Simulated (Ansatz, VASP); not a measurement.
# BeGa2: VASP beside Ansatz

One calculation is typed for both programs; each brings its own data sets. How far apart do they land? The cell is generated by rule, not measured, and may not be a known phase. Of the first pair: The two relaxations start from unlike cells of this crystal (the structure described is Ansatz's start), so only their ends are compared.

Main program and level: Ansatz 0.2.0; plane waves, with VASP 6.6.1 beside it; relaxation of cell and atoms at LDA.

## (1) The starting structure

The structure is hexagonal, space group P6/mmm (No. 191). Conventional cell: a = 3.394 Å, b = 3.394 Å, c = 3.782 Å, α = 90.00°, β = 90.00°, γ = 120.00°. Nearest to Be lie 12 Ga at 2.72 Å. Nearest to Ga lie 3 Ga at 1.96 Å and 6 Be at 2.72 Å. Farther neighbours are not listed.

## (2) Ansatz: relaxation of cell and atoms, LDA, pair 1

Ansatz runs on norm-conserving files, of PseudoDojo where its log says so.

The relaxed volume is the usual yardstick between codes: in a stiff, nearly cubic crystal its relative difference is about their pressure difference at one cell divided by the bulk modulus.

Contents of input.yaml:

```yaml
crystal:
  lattice:
    - [3.39375, 0.0, 0.0]
    - [-1.69687, 2.93907, 0.0]
    - [0.0, 0.0, 3.78189]
  atoms:
    - { symbol: Be, position: [0.0, 0.0, 0.0] }
    - { symbol: Ga, position: [0.33333333, 0.66666667, 0.5] }
    - { symbol: Ga, position: [0.66666667, 0.33333333, 0.5] }
kpoints:
  mp_grid: { grid: [6, 6, 6] }
hamiltonian:
  xc: lda
  pseudopotentials: { kind: nc }
scf:
  occupations: { method: gaussian, width: 0.1 }
output:
  forces: true
  stress: true
  eigenvalues: true
relax:
  adjacent_minimum: "off"
  f_tol: 0.05
  max_steps: 80
  cell: { stress_tol: 0.5 }
```

Launch:

```bash
> ansatz run input.yaml --threads 8 --pin off --max-ram 14336MiB --backend cpu --events-out ev --progress --plain --runs-dir out
```

Numbers of over 12 decimals in the logs are rounded to 6 here.

Log:

```text
The last accepted step is kept in <dir> (removed where the run ends without a failure and the disk answers)
Engine: ansatz 0.2.0, aarch64-unknown-linux-gnu
Pseudopotentials: kind: nc
Pseudopotential: Be, nc, valence charge 4, recommended cutoff 1197.300995 eV (normal), Be.nc.azcp (PseudoDojo's, or run here from an input of PseudoDojo's: the run reads no file of this project's for it)
Pseudopotential: Ga, nc, valence charge 13, recommended cutoff 1088.45545 eV (normal), Ga.nc.azcp (PseudoDojo's, or run here from an input of PseudoDojo's: the run reads no file of this project's for it)
Functional definition: SPW92
  exchange = slater_x
  correlation = pw_c
Crystal: 3 atoms, lattice volume = 37.722 Å³
Basis set: ecut = 1197.300995 eV, 3585 PW (Γ)
Bands: 19, of which v1, the nominal top of the filled ones, is band 15 counted from 1 (14 counted from 0)
Symmetry: 24 space group operations
Space group: P6/mmm (ITA 191), of the structure as read, at distance tolerance 3.4e-5 Å
k-points: 28 of 216
Non-local potential: Be, projectors of the file, l = 0: 2, l = 1: 2
Non-local potential: Ga, projectors of the file, l = 0: 2, l = 1: 2, l = 2: 2
Initial density: superposition of atomic densities (chi_scale 0.1, normalization cell, long waves kept (reshape's long-wave potential 0.00 eV rms))
Initial wavefunctions: pseudopotential atomic-orbital guess
Functional: x = slater, c = lda
SCF iter   1: F=—  HF=-4527.213421 eV  |F-HF|=—  |Δ(HF+E_count)|=         —  Δρ=6.20e-2  dr2=8.68e-1  ethr=3.10e-3  ⟨swp⟩=5.9  Hψ=2696  notcnv=0
preconditioner: auto → none  [insulator: Δε(μ)=0.207 eV  Ē_g=16.821 eV  σ=0.100 eV  W_gap=0.85  n_scr=8 (ndim 8)  ℏωp=32.0 eV  f_vac=0.000  D(μ)=0.27/eV (n_scr^D=0)  ε∞_Penn≈4.6]
SCF iter   2: F=—  HF=-4526.865308 eV  |F-HF|=—  |Δ(HF+E_count)|=   3.48e-1  Δρ=1.67e-2  dr2=4.98e-2  ethr=2.89e-3  ⟨swp⟩=3.0  Hψ=1226  notcnv=0  defer=10
SCF iter   3: F=—  HF=-4526.852169 eV  |F-HF|=—  |Δ(HF+E_count)|=   1.31e-2  Δρ=5.16e-3  dr2=2.62e-3  ethr=1.66e-4  ⟨swp⟩=2.5  Hψ=907  notcnv=0  defer=10
SCF iter   4: F=—  HF=-4526.851923 eV  |F-HF|=—  |Δ(HF+E_count)|=   2.46e-4  Δρ=2.73e-4  dr2=3.14e-5  ethr=8.73e-6  ⟨swp⟩=1.0  Hψ=523  notcnv=0  defer=10
SCF iter   5: F=—  HF=-4526.851945 eV  |F-HF|=—  |Δ(HF+E_count)|=   2.19e-5  Δρ=7.68e-5  dr2=2.87e-6  ethr=1.05e-7  ⟨swp⟩=2.0  Hψ=889  notcnv=0  defer=10
SCF iter   6: F=—  HF=-4526.851944 eV  |F-HF|=—  |Δ(HF+E_count)|=   9.54e-7  Δρ=2.01e-5  dr2=1.34e-7  ethr=9.58e-9  ⟨swp⟩=2.4  Hψ=718  notcnv=0  defer=10
SCF iter   7: F=-4526.851944 eV  HF=-4526.851944 eV  |F-HF|=4.71e-10  |Δ(HF+E_count)|=   3.26e-8  Δρ=2.75e-6  dr2=1.11e-9  ethr=3.33e-10  ⟨swp⟩=6.6  Hψ=2415  notcnv=0
SCF 1 converged in 7 iterations: F = -4526.851944 eV  dr2 = 1.11e-9
relax step   1: F+E_penalty+E_count = -4526.85194373 eV  Δ(F+E_penalty+E_count) = +0.000e0 eV  max|allowed force component| = 3.392e-17 eV/Å  Δτ_max = 0.0000 Å  P = +62.048 GPa  Ω = 37.722 Å³  (7 SCF iters, dr2 threshold 1.00e-7 eV, accepted)
[...]
relax step   2: F+E_penalty+E_count = -4528.67381221 eV  Δ(F+E_penalty+E_count) = -1.822e0 eV  max|allowed force component| = 6.785e-17 eV/Å  Δτ_max = 0.0000 Å  P = +33.586 GPa  Ω = 41.013 Å³  energy of the carried Pulay correction = -4.790e-4 eV  (5 SCF iters, dr2 threshold 3.00e-7 eV, accepted)
[...]
relax step  16: F+E_penalty+E_count = -4530.87601673 eV  Δ(F+E_penalty+E_count) = -1.250e-1 eV  max|allowed force component| = 7.247e-17 eV/Å  Δτ_max = 0.0000 Å  P = +6.983 GPa  Ω = 40.351 Å³  energy of the carried Pulay correction = -1.952e-4 eV  (5 SCF iters, dr2 threshold 3.00e-7 eV, accepted)
[...]
relax step  17: F+E_penalty+E_count = -4530.96677044 eV  Δ(F+E_penalty+E_count) = -9.075e-2 eV  max|allowed force component| = 3.392e-17 eV/Å  Δτ_max = 0.0000 Å  P = +1.035 GPa  Ω = 42.625 Å³  energy of the carried Pulay correction = -8.348e-4 eV  (5 SCF iters, dr2 threshold 3.00e-7 eV, accepted)
[...]
relax step  18: F+E_penalty+E_count = -4530.96908128 eV  Δ(F+E_penalty+E_count) = -2.311e-3 eV  max|allowed force component| = 7.401e-17 eV/Å  Δτ_max = 0.0000 Å  P = +0.220 GPa  Ω = 42.882 Å³  energy of the carried Pulay correction = -9.117e-4 eV  (5 SCF iters, dr2 threshold 3.00e-7 eV, accepted)
[...]
relax step  19: F+E_penalty+E_count = -4530.97258740 eV  Δ(F+E_penalty+E_count) = -3.506e-3 eV  max|allowed force component| = 1.542e-16 eV/Å  Δτ_max = 0.0000 Å  P = +0.009 GPa  Ω = 43.059 Å³  energy of the carried Pulay correction = -9.611e-4 eV  (4 SCF iters, dr2 threshold 3.00e-7 eV, accepted)
[...]
relax step  20: F+E_penalty+E_count = -4530.97418929 eV  Δ(F+E_penalty+E_count) = -1.602e-3 eV  max|allowed force component| = 1.264e-16 eV/Å  Δτ_max = 0.0000 Å  P = +0.082 GPa  Ω = 43.059 Å³  stress off target by 1.83e-1 GPa  SCF on the basis re-selected at this cell (its energy is not comparable with the rows above)  (4 SCF iters)
basis re-selected at this cell: Δ(F+E_penalty+E_count) = -1.602e-3 eV, ΔP = +0.073 GPa vs the last step (what re-selecting the basis moved, of the pressure what is left beyond the Pulay correction that the steps carried, after the strain that the cell walked since its last selection, with what the two solves' SCF thresholds leave and, on support functions, any second-order correction that the steps lacked; it is no measure of the basis error at this ecutwfc). The dense FFT grid was sized anew with the basis: this SCF ran on 50×50×32 points, the steps before it on 48×48×32, so part of this shift can come from that change (see relax.cell in the input reference). [rest of the remark cut]
SCF converged after 4 iterations
Free energy (F): -4530.974189 eV
Harris-Foulkes:  -4530.974189 eV  (|F-HF|=4.00e-11)
Internal energy: -4530.966439 eV  (E = F + TS)
E sigma→0 (E₀):  -4530.970314 eV
Entropy (-TS):   -0.007750 eV (-2.583 meV/atom)
Fermi energy:    11.320351 eV
--- Per-component energies (eV) ---
  E_band       = -201.681110
  E_kinetic    = 3631.667273
  E_local      = -3114.907082  (includes V_loc(G=0)·N_el)
  E_nonlocal   = -2291.054801
  E_hartree    = 1192.768710
  E_xc         = -1182.713285
  E_vxc        = -812.923926  (∫ρ·V_xc dr)
  E_ewald      = -2766.727255
  E_smearing   = -0.007750  (= −TS)
  E_closure    = -0.000000  (closes the sum)
  Σ components = -4530.974189   (vs F -4530.974189, Δ=0.00e0)
--- Forces (eV/Å), atoms counted from 1 ---
  atom   1  Be     0.00000000     0.00000000     0.00000000
  atom   2  Ga     0.00000000     0.00000000     0.00000000
  atom   3  Ga    -0.00000000    -0.00000000     0.00000000
  max |Σ_I F_I| component: 9.25e-18 eV/Å
--- Stress (GPa, compression-positive) ---
        0.182680       0.000000       0.000000
        0.000000       0.182680       0.000000
        0.000000       0.000000      -0.118403
  P = ⅓ Tr σ = 0.0823 GPa (0.823 kbar)
--- Band table (eV; the first three rows and the last of 28) ---
  k-point 0: bands = [... 11 lower, -0.6883, 9.8016, 9.8445, 9.8445, 10.4091, 10.4091, 12.1259, 17.4820]
  k-point 1: bands = [... 11 lower, -0.1215, 10.2878, 10.4267, 10.4267, 10.9553, 10.9553, 12.3675, 13.6159]
  k-point 2: bands = [... 11 lower, 1.5871, 8.7286, 11.8034, 11.9909, 11.9909, 12.5542, 12.5542, 13.2398]
  k-point 27: bands = [... 11 lower, 7.0175, 7.0175, 7.7038, 8.3779, 8.3779, 11.1329, 16.4949, 17.4763]
--- Relaxed structure (18 steps of the walk, 17 accepted, 2 SCFs on fresh bases) ---
  F+E_penalty+E_count = -4530.97418929 eV   max|allowed force component| = 1.264e-16 eV/Å   (the final SCF, on the basis selected at the relaxed cell)
  cell:  # Å, volume = 43.0586 Å³
    - [4.287059, -3.646609864628694e-6, 0.0]
    - [-2.143527, 3.712704, 0.0]
    - [0.0, 0.0, 2.705269]
  atoms:
    - { symbol: Be, position: [0, 0, 0.0] }
    - { symbol: Ga, position: [0.333333, 0.666667, 0.500000] }
    - { symbol: Ga, position: [0.666667, 0.333333, 0.500000] }
```

## (3) VASP: relaxation of cell and atoms, LDA, pair 1

Its own start cell and the same functional (in two slightly different forms), mesh and smearing now go to VASP, with its own data sets.

Lines of VASP's logs that name or quote its potential files are left out, and so is its time.

Contents of INCAR:

```
SYSTEM = BeGa2
PREC = Accurate
ENCUT = 600
EDIFF = 1E-07
NELM = 120
ISMEAR = 0
SIGMA = 0.1
LREAL = .FALSE.
ALGO = Normal
GGA = CA
NBANDS = 20
LORBIT = 11
LWAVE = .FALSE.
LCHARG = .FALSE.
ISIF = 3
IBRION = 2
NSW = 80
EDIFFG = -0.005
LASPH = .TRUE.
GGA_COMPAT = .FALSE.
NELMIN = 4
KPAR = 2
```

Contents of POSCAR:

```
BeGa2
1.0
    4.2923159890     -0.0000036556      0.0000000000
   -2.1461540801      3.7172556177      0.0000000000
    0.0000000000      0.0000000000      2.7065698965
Be Ga
1 2
Direct
    0.0000000000      0.0000000000      0.0000000000
    0.3333333333      0.6666666667      0.5000000000
    0.6666666667      0.3333333333      0.5000000000
```

Contents of KPOINTS:

```
Automatic mesh
0
Gamma
6 6 6
0 0 0
```

The projector-augmented-wave data sets are Be and Ga_d (LDA family, release 64).

Launch:

```bash
> mpirun -np 2 vasp_std
```

Log:

```text
[banner, memory and clock lines left out]
running    2 mpi-ranks, on    1 nodes
 distrk:  each k-point on    1 cores,    2 groups
 distr:  one band on    1 cores,    1 groups

 POSCAR found type information on POSCAR BeGa
 POSCAR found :  2 types and       3 ions
 LDA part: xc-table for (Slater(with rela. corr.)+CA(PZ))
 , standard interpolation
 POSCAR, INCAR and KPOINTS ok, starting setup
 FFT: planning ... GRIDC
 FFT: planning ... GRID_SOFT
 FFT: planning ... GRID
 WAVECAR not read
 entering main loop
       N       E                     dE             d eps       ncg     rms          rms(c)
DAV:   1     0.150648939322E+03    0.15065E+03   -0.15712E+04  1144   0.276E+03
DAV:   2     0.295308564489E+01   -0.14770E+03   -0.14416E+03  1148   0.427E+02
DAV:   3    -0.997525564794E+01   -0.12928E+02   -0.12761E+02  1264   0.107E+02
DAV:   4    -0.101965759400E+02   -0.22132E+00   -0.22103E+00  1348   0.148E+01
DAV:   5    -0.102004640389E+02   -0.38881E-02   -0.38877E-02  1332   0.195E+00    0.186E+00
DAV:   6    -0.101089853458E+02    0.91479E-01   -0.16498E-01  1468   0.726E+00    0.919E-01
DAV:   7    -0.100856971392E+02    0.23288E-01   -0.24940E-02  1600   0.210E+00    0.250E-01
DAV:   8    -0.100830018699E+02    0.26953E-02   -0.29555E-03  1336   0.721E-01    0.255E-02
DAV:   9    -0.100829644121E+02    0.37458E-04   -0.13827E-04  1512   0.107E-01    0.734E-03
DAV:  10    -0.100829627966E+02    0.16154E-05   -0.11031E-05  1368   0.492E-02    0.333E-03
DAV:  11    -0.100829628015E+02   -0.48485E-08   -0.87101E-07  1140   0.868E-03
   1 F= -.10082963E+02 E0= -.10079129E+02  d E =-.100830E+02
 curvature:   0.00 expect dE= 0.000E+00 dE for cont linesearch  0.000E+00
 trial: gam= 0.00000 g(F)=  0.118E-42 g(S)=  0.100E-03 ort = 0.000E+00 (trialstep = 0.100E+01)
 search vector abs. value=  0.100E-03
 bond charge predicted
       N       E                     dE             d eps       ncg     rms          rms(c)
DAV:   1    -0.100840740903E+02   -0.11113E-02   -0.13879E-02  1292   0.185E+00    0.188E-01
DAV:   2    -0.100832565538E+02    0.81754E-03   -0.19130E-03  1472   0.740E-01    0.875E-02
DAV:   3    -0.100830381908E+02    0.21836E-03   -0.20364E-04  1628   0.229E-01    0.229E-02
DAV:   4    -0.100830137009E+02    0.24490E-04   -0.35197E-05  1444   0.716E-02    0.326E-03
DAV:   5    -0.100830134318E+02    0.26906E-06   -0.20583E-06  1316   0.141E-02    0.106E-03
DAV:   6    -0.100830133436E+02    0.88226E-07   -0.15355E-07   896   0.544E-03
   2 F= -.10083013E+02 E0= -.10079207E+02  d E =-.505421E-04
 trial-energy change:   -0.000051  1 .order   -0.000042   -0.000100    0.000017
 step:   0.8990(harm=  0.8578)  dis= 0.00000  next Energy=   -10.083014 (dE=-0.514E-04)
 reached required accuracy - stopping structural energy minimisation
```

Parts of OUTCAR (step 3):

```text
ion  position               nearest neighbor table
   1  0.000  0.000  0.000-
   2  0.333  0.667  0.500-   3 2.48   3 2.48   3 2.48
   3  0.667  0.333  0.500-   2 2.48   2 2.48   2 2.48

  LATTYP: Found a hexagonal cell.
 ALAT       =     4.2923159890
 C/A-ratio  =     0.6305616603

 Subroutine GETGRP returns: Found 24 space group operations
 (whereof 24 operations were pure point group operations)

The static configuration has the point symmetry D_6h.

 Found     28 irreducible k-points:

   k-points           NKPTS =     28   k-points in BZ     NKDIM =     28   number of bands    NBANDS=     20

   dimension x,y,z NGX =    36 NGY =   36 NGZ =   24
   dimension x,y,z NGXF=    72 NGYF=   72 NGZF=   48

   ENCUT  =  600.0 eV  44.10 Ry    6.64 a.u.   8.57  8.57  5.41*2*pi/ulx,y,z

   NELECT =      28.0000    total number of electrons

 k-points in reciprocal lattice and weights: Automatic mesh
   0.00000000  0.00000000  0.00000000       0.005
   0.16666667  0.00000000  0.00000000       0.028
   0.33333333 -0.00000000  0.00000000       0.028
   0.50000000 -0.00000000  0.00000000       0.014
   0.16666667  0.16666667  0.00000000       0.028
   0.33333333  0.16666667  0.00000000       0.056
   0.33333333  0.33333333  0.00000000       0.009
   0.00000000  0.00000000  0.16666667       0.009
   0.16666667  0.00000000  0.16666667       0.056
[...]
0.33333333  0.16666667  0.50000000       0.056
   0.33333333  0.33333333  0.50000000       0.009

 average (electrostatic) potential at core
       1 -32.0807       2 -65.1608       3 -65.1608

 E-fermi :   6.3612

 k-point     1 :       0.0000    0.0000    0.0000
  band No.  band energies     occupation
    ...
     12       4.8450      2.00000
     13       4.8950      2.00000
     14       4.8950      2.00000
     15       5.4555      2.00000
     16       5.4555      2.00000
     17       7.1462      0.00000
     18      12.5493      0.00000
     19      17.4507      0.00000
     20      18.8364      0.00000

 k-point     2 :       0.1667    0.0000    0.0000
  band No.  band energies     occupation
    ...
     10      -8.5125      2.00000
     11      -5.3038      2.00000
     12       1.9061      2.00000
     13       3.5254      2.00000
     14       4.5723      2.00000
     15       7.3779      0.00000
     16       7.6378      0.00000
     17       9.2324      0.00000
     18      12.8457      0.00000
     19      17.6598      0.00000
    ...

 k-point     3 :       0.3333   -0.0000    0.0000
  band No.  band energies     occupation
    ...
     10      -8.5027      2.00000
     11      -4.4514      2.00000
     12      -0.6846      2.00000
     13       2.5174      2.00000
     14       3.9061      2.00000
     15       9.9950      0.00000
     16      10.0448      0.00000
     17      12.8703      0.00000
     18      13.6724      0.00000
     19      16.3109      0.00000
    ...

  Total       -0.0089674     -0.0089673      0.0087202     -0.0000000      0.0000000      0.0000000
  in kB       -0.3321159     -0.3321157      0.3229619     -0.0000001      0.0000000      0.0000000
  external PRESSURE =      -0.1137565 kB  Pullay stress =       0.0000000 kB

  energy-cutoff  :      600.00
  volume of cell :       43.26
      direct lattice vectors                 reciprocal lattice vectors
     4.296161675 -0.000003658  0.000000000     0.232766029  0.134387251 -0.000000000
    -2.148076919  3.720586078 -0.000000000     0.000000229  0.268774992  0.000000000
     0.000000000 -0.000000000  2.706409031    -0.000000000  0.000000000  0.369493298

 POSITION                                       TOTAL-FORCE (eV/Angst)
 -----------------------------------------------------------------------------------
      2.14808      3.72058      2.70641         0.000000     -0.000000      0.000000
      0.00000      2.48039      1.35320         0.000000      0.000000     -0.000000
      2.14808      1.24019      1.35320        -0.000000     -0.000000      0.000000
 -----------------------------------------------------------------------------------
    total drift:                                0.000000      0.000000     -0.000000

  FREE ENERGIE OF THE ION-ELECTRON SYSTEM (eV)
  ---------------------------------------------------
  free  energy   TOTEN  =       -10.0830133436 eV

  energy  without entropy=      -10.0754014888  energy(sigma->0) =      -10.07920742

 reached required accuracy - stopping structural energy minimisation

 total charge
# of ion       s       p       d       tot
------------------------------------------
    1        0.353   0.396   0.000   0.748
    2        0.989   0.771   9.994  11.754
    3        0.989   0.771   9.994  11.754
--------------------------------------------------
tot          2.330   1.938  19.988  24.256

[... 3 further parts left out ...]
```

CONTCAR:

```
BeGa2
   1.00000000000000
     4.2961616751062603   -0.0000036581008017    0.0000000000000000
    -2.1480769189753701    3.7205860784006797   -0.0000000000000000
     0.0000000000000000   -0.0000000000000000    2.7064090312566247
  Be              Ga
     1     2
Direct
     1.0000000000000000    1.0000000000000000    1.0000000000000000
     0.3333333332999970    0.6666666667000030    0.5000000000000000
     0.6666666667000030    0.3333333332999970    0.5000000000000000
```

The k-mesh is coarse for a metal.

## (4) Differences

Known differences besides the potentials themselves: the two LDA forms differ slightly; the data sets hold 30 valence electrons in Ansatz (on norm-conserving files, of PseudoDojo where its log says so) and 28 in VASP; the cutoff is 1197.3 eV in Ansatz and 600 eV in VASP; VASP's log shows a relativistic correction to its local exchange, Ansatz's none; Ansatz adds a Pulay correction to the stress that steers its cell, VASP none. Total energies have different zeros and are not compared.

Compared:

```
                                         quantity  Ansatz   VASP  difference
                                      volume (Å³)   43.06  43.26     -0.47 %
edge a after relaxation, in the typed setting (Å)   4.287  4.296     -0.21 %
edge c after relaxation, in the typed setting (Å)   2.705  2.706     -0.04 %
```

(Continued in part 2 of 2.)

[Lines on the potential files, build, host, timing and source positions are cut from VASP's logs without a mark.]

[Logs are printed without paths, hosts, clocks, repeated set-up lines and the standing remarks that a program may print on its own settings, such as how far it seeks lower states.]

[Hosts, paths, dates, database ids (printed as entryN), source tags and the programs' standing remarks are cut or masked in the printed files.]
